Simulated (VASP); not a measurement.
MgO (rock salt), at 0.96 of the tabulated volume:

```
MgO
1.0
    0.00000     2.07655     2.07655
    2.07655     0.00000     2.07655
    2.07655     2.07655     0.00000
Mg O
1 1
Direct
  0.00000   0.00000   0.00000
  0.50000   0.50000   0.50000
```

The lowest empty band near Γ, direction [100], from PBE with spin-orbit coupling in VASP (PAW); its two spin partners are averaged. The gap over the points computed is 5.14 eV, and the next band on that side lies 10.89 eV away at the edge.

Run with 520 eV cut-off, 12×12×12 Γ-centred mesh, Gaussian smearing of 0.050 eV, potentials Mg O.

| distance from the edge in k (1/Å) | distance in energy (meV) |
|---|---|
| 0.018 | 3.5 |
| 0.025 | 6.6 |
| 0.035 | 12.9 |
| 0.050 | 26.3 |
| 0.070 | 51.3 |

Question: Fit E(1 + αE) = ħ²k²/2m* (ħ²/2m0 = 3.810 eV Å²) and predict the row at 0.095 1/Å.

Answer: The rows don't resolve α, so a parabola serves: the electron mass is m* = 0.363 m0, and so 94.6 meV. The run gave 93.7 meV, -0.9 meV from the fit.

Left out are points under 3 meV from the edge, since the levels carry 0.1 meV, and points farther than half the way to the next band.

The compound is MgO in the rock salt structure. The cell was not relaxed at this level.
